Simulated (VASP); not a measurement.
Data:

```
Mo
1.0
   -1.57639     1.57639     1.57639
    1.57639    -1.57639     1.57639
    1.57639     1.57639    -1.57639
Mo
1
Direct
  0.00000   0.00000   0.00000
```

The numbers are results of r2SCAN meta-GGA with spin-orbit coupling, VASP's PBE PAW potentials (set 64) (plane waves; VASP 6.6.1), not measurements. Numerical set-up: 400 eV cut-off, 15×15×15 Γ-centred mesh, Gaussian smearing of 0.050 eV, potentials Mo_sv.

Task: Give the energies of bands 9 to 20 at the high-symmetry points, in eV from the Fermi level.

Result: 
| band | Γ | H | N | P |
|---|---|---|---|---|
| 9 | -7.61 | -5.59 | -5.54 | -2.85 |
| 10 | -7.61 | -5.59 | -5.54 | -2.85 |
| 11 | -1.43 | -5.59 | -3.53 | -2.71 |
| 12 | -1.43 | -5.59 | -3.53 | -2.71 |
| 13 | -1.43 | 4.10 | 1.61 | -2.71 |
| 14 | -1.43 | 4.10 | 1.61 | -2.71 |
| 15 | -1.28 | 4.10 | 1.92 | 2.76 |
| 16 | -1.28 | 4.10 | 1.92 | 2.76 |
| 17 | 1.96 | 4.30 | 2.63 | 2.76 |
| 18 | 1.96 | 4.30 | 2.63 | 2.76 |
| 19 | 1.96 | 9.02 | 4.96 | 10.30 |
| 20 | 1.96 | 9.02 | 4.96 | 10.30 |

It has no gap at this level: it comes out as a metal or semimetal.

The compound is Mo in the bcc structure. It was relaxed first.
